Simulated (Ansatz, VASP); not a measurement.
**One calculation of CaAl4O, two programs**

```
Ca Al O
1.0
     2.77043   -4.15513    0.00000
     2.77043    4.15513    0.00000
     0.00000    0.00000    4.66139
Ca Al O
1 4 1
Direct
  0.00000 0.00000 0.00000
  0.65399 0.34601 0.00000
  0.34601 0.65399 0.00000
  0.50000 0.00000 0.50000
  0.00000 0.50000 0.50000
  0.50000 0.50000 0.50000
```

Change from the starting cell: species swapped into the HoAlNi4 type (Cmmm, No. 65).

Alike in both runs: functional PBE; k mesh 4 × 4 × 4; occupations gaussian, width 0.1 eV; no spin polarisation.

Ansatz relaxed the structure, and its values are those at the end. VASP's run is a single point on that final structure, the one shown.

```csv
,VASP,Ansatz
version,VASP 6.6.1,Ansatz 0.2.0
potentials or method,"VASP PAW PBE potentials, release 64 (Ca_sv, Al, O)","scalar-relativistic, plane waves, PAW"
plane-wave cutoff (eV),520,420
valence electrons in the cell,28,28
```

|  | VASP | Ansatz | Ansatz less VASP |
| --- | --- | --- | --- |
| gap on the k mesh at the Fermi level (eV) | none | none | - |
| pressure (GPa) | 0.2 | 0.2 | -0.01 |

A gap of «none» marks a metal or a gap that the smearing closes. With one functional, cell and mesh, what is left measures potentials, basis and numerics.
